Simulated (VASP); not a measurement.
VASP ran on this input.

File KPOINTS:
```
kpoints
0
gamma
10 10 10
0 0 0
```

File POSCAR:
```
TcPt3
1
   -1.9280690060     1.9280690060     3.9317795723
    1.9280690060    -1.9280690060     3.9317795723
    1.9280690060     1.9280690060    -3.9317795723
Tc Pt
1 3
Direct
 -0.0127168879  -0.0127168879   0.0000000000
  0.7500000000   0.2500000000   0.5000000000
  0.2500000000   0.7500000000   0.5000000000
  0.5000000000   0.5000000000   0.0000000000
```

**INCAR**
```
SYSTEM = TcPt3
PREC = Accurate
ENCUT = 480
EDIFF = 1E-7
NELM = 100
ALGO = Normal
LREAL = .FALSE.
LASPH = .TRUE.
ISMEAR = 1
SIGMA = 0.1
GGA = PS
LMAXMIX = 6
LWAVE = .FALSE.
LCHARG = .FALSE.
ISIF = 2
```

POTCAR, in this order: Tc_pv Pt (PBE.64 set). Program: vasp_std.

Task: Write an equivalent input for Ansatz.

Result: One equivalent input (not run):
Ansatz 0.2 input:
```yaml
crystal:
  lattice:
    - [-1.9280690, 1.9280690, 3.9317796]
    - [1.9280690, -1.9280690, 3.9317796]
    - [1.9280690, 1.9280690, -3.9317796]
  atoms:
    - { symbol: Tc, position: [-0.0127169, -0.0127169, 0.0000000] }
    - { symbol: Pt, position: [0.7500000, 0.2500000, 0.5000000] }
    - { symbol: Pt, position: [0.2500000, 0.7500000, 0.5000000] }
    - { symbol: Pt, position: [0.5000000, 0.5000000, 0.0000000] }
kpoints:
  mp_grid: { grid: [10, 10, 10] }
hamiltonian:
  xc: pbesol
  pseudopotentials: { kind: paw }
scf:
  occupations: { method: methfessel_paxton, width: 0.1 }
  max_iter: 100
output: { forces: true, stress: true, eigenvalues: true }
```
What does not carry over: each code has its own PAW files, so the cut-off isn't converted (ENCUT is set for VASP's; basis.ecutwfc is left out, and Ansatz then takes the one that its files recommend); Ansatz stops its SCF on the density residual and VASP on the energy change (EDIFF).

The structure comes from a computed database's TcPt3 entry (I4/mmm); how it stands against other phases isn't given here. This cell was strained or had an atom moved on purpose.
